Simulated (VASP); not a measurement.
Data:

```yaml
crystal:
  lattice:
    - [0.00000, 2.80074, 2.80074]
    - [2.80074, 0.00000, 2.80074]
    - [2.80074, 2.80074, 0.00000]
  atoms:
    - { symbol: Li, position: [0.25000, 0.25000, 0.25000] }
    - { symbol: Li, position: [0.75000, 0.75000, 0.75000] }
    - { symbol: S, position: [0.00000, 0.00000, 0.00000] }
```

The numbers are results of PBE GGA with D3 dispersion (zero damping), VASP's PBE PAW potentials (set 64) (plane waves; VASP), not measurements. Run with 520 eV cut-off, 7×7×7 Γ-centred mesh, Gaussian smearing of 0.050 eV, potentials Li_sv S.

Give the energy at these volumes per atom, relative to the lowest: 13.72, 14.16, 14.60, 15.04, 15.48 Å³.

9.4, 2.5, 0.0, 1.5, 6.2 meV/atom. A third-order Birch-Murnaghan fit gives B0 = 46.6 GPa and B0′ = 4.1.

Measured: a 5.716 Å at 293 K (computed value off by -2.0 %), as given by F. Kubel et al., Zeitschrift für Kristallographie - New Crystal Structures (1999), doi:10.1515/ncrs-1999-0303. The calculation is for a static lattice, while the measured a holds thermal and zero-point effects, which are part of the difference.

The compound is Li2S in the antifluorite structure. It was relaxed first, which changed the volume by -6 %.
